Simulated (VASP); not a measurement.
Here is a VASP 6.6.1 calculation.

Contents of INCAR:

```
  PREC = Accurate
  ENCUT = 520
  EDIFF = 1E-6
  ISMEAR = 0
  SIGMA = 0.05
  LREAL = False
  LASPH = True
  NELM = 100
  ALGO = Normal
  ISIF = 2
  LWAVE = False
  LCHARG = True
  GGA = PE
  LELF = True
  LVHAR = True
  NBANDS = 31
```

KPOINTS

```
Automatic mesh
0
Gamma
  4 4 4
```

The input POSCAR:

```
Au3SCl
1.0
    6.0200000000      0.0000000000      0.0000000000
    0.0000000000      6.0200000000      0.0000000000
    0.0000000000      0.0000000000      6.0200000000
S Cl Au
1 1 3
Direct
    0.0000000000      0.0000000000      0.0000000000
    0.5000000000      0.5000000000      0.5000000000
    0.5000000000      0.5000000000      0.0000000000
    0.5000000000      0.0000000000      0.5000000000
    0.0000000000      0.5000000000      0.5000000000
```

Potentials or basis: VASP PAW PBE potentials, release 64 (S, Cl, Au).

Command:

```sh
$ cat potpaw_PBE.64/S/POTCAR potpaw_PBE.64/Cl/POTCAR potpaw_PBE.64/Au/POTCAR > POTCAR
$ mpirun -np 1 vasp_std > vasp.out
```

Question: What does it give for the pressure?

Answer: -5.2 GPa.

Question: Predict the band gap on the k mesh.

Answer: None (metal or under the smearing width).

Spin-orbit coupling is left out, which matters for the levels of Au.
